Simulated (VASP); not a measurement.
```xyz
4
Lattice="1.2776 -2.2128 0.0000 1.2776 2.2128 0.0000 0.0000 0.0000 4.2254" Properties=species:S:1:pos:R:3 pbc="T T T"
B      1.2776    -0.7376     2.1137
B      1.2776     0.7376     0.0010
N      1.2776    -0.7376     3.6962
N      1.2776     0.7376     1.5835
```

Computed with PBE GGA, VASP's PBE PAW potentials (set 64) (plane waves; VASP). Numerical set-up: 520 eV cut-off, Gaussian smearing of 0.050 eV, potentials B N.

Question: Give the energies of bands 3 to 11 at the high-symmetry points, in eV from the valence-band maximum.

Answer: 
```csv
band,Γ,M,K,A,L,H
3,-10.82,-9.41,-9.13,-5.67,-9.93,-8.77
4,-2.10,-7.74,-7.16,-5.67,-9.93,-8.77
5,-2.10,-6.85,-7.16,-1.17,-3.73,-7.64
6,-0.27,-4.93,-5.37,-1.17,-3.73,-7.64
7,0.00,-4.36,-5.37,-1.17,-3.54,-3.00
8,0.00,-2.09,-5.37,-1.17,-3.54,-3.00
9,8.33,6.67,5.21,9.39,6.55,9.25
10,8.33,7.93,13.36,9.39,6.55,9.25
11,8.55,10.55,13.36,9.87,9.97,10.15
```

The gap is indirect, 5.21 eV, from the valence maximum at Γ to the conduction minimum at K.

The compound is BN in the wurtzite structure, a metastable high-pressure form. It was relaxed first.
